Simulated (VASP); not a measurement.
A VASP calculation is set up with these files.

File KPOINTS:
```
Automatic mesh
0
G
7 7 7
0 0 0
```

File POSCAR:
```
CdS
1
    0.0000000000     2.9367531388     2.9367531388
    2.9367531388    -0.0000000000     2.9367531388
    2.9367531388     2.9367531388     0.0000000000
Cd S
1 1
Direct
  0.0000000000   0.0000000000   0.0000000000
  0.2500000000   0.2500000000   0.2500000000
```

### INCAR
```
# general
SYSTEM   =  CdS
PREC     =  Accurate
ENCUT    =  400
LREAL    =  .FALSE.
LASPH    =  .TRUE.

# electronic loop
EDIFF    =  1E-6
NELM     =  100
ALGO     =  Normal
LMAXMIX  =  4
LMIXTAU  =  .TRUE.

# smearing
ISMEAR   =  0
SIGMA    =  0.05

# functional
METAGGA  =  R2SCAN

# ions
IBRION   =  2
NSW      =  60
ISIF     =  3
EDIFFG   =  -0.01

# output
LWAVE    =  .FALSE.
LCHARG   =  .FALSE.
```

POTCAR, in this order: Cd S (PBE.64 set). Program: vasp_std.

Problem. Write an equivalent input for Ansatz.

Solution. One equivalent input (not run):
Ansatz 0.2 input:
```yaml
crystal:
  lattice:
    - [0.0000000, 2.9367531, 2.9367531]
    - [2.9367531, 0.0000000, 2.9367531]
    - [2.9367531, 2.9367531, 0.0000000]
  atoms:
    - { symbol: Cd, position: [0.0000000, 0.0000000, 0.0000000] }
    - { symbol: S, position: [0.2500000, 0.2500000, 0.2500000] }
kpoints:
  mp_grid: { grid: [7, 7, 7] }
hamiltonian:
  xc: r2scan
  pseudopotentials: { kind: paw }
scf:
  occupations: { method: gaussian, width: 0.05 }
  max_iter: 100
relax:
  max_steps: 60
  f_tol: 0.01
  cell: {}
output: { forces: true, stress: true, eigenvalues: true }
```
What does not carry over: each code has its own PAW files, so the cut-off isn't converted (ENCUT is set for VASP's; basis.ecutwfc is left out, and Ansatz then takes the one that its files recommend); Ansatz stops its SCF on the density residual and VASP on the energy change (EDIFF).

The compound is CdS in the zinc blende structure, a metastable form; wurtzite is the usual one. It was relaxed first. The start is the result of an earlier pass.
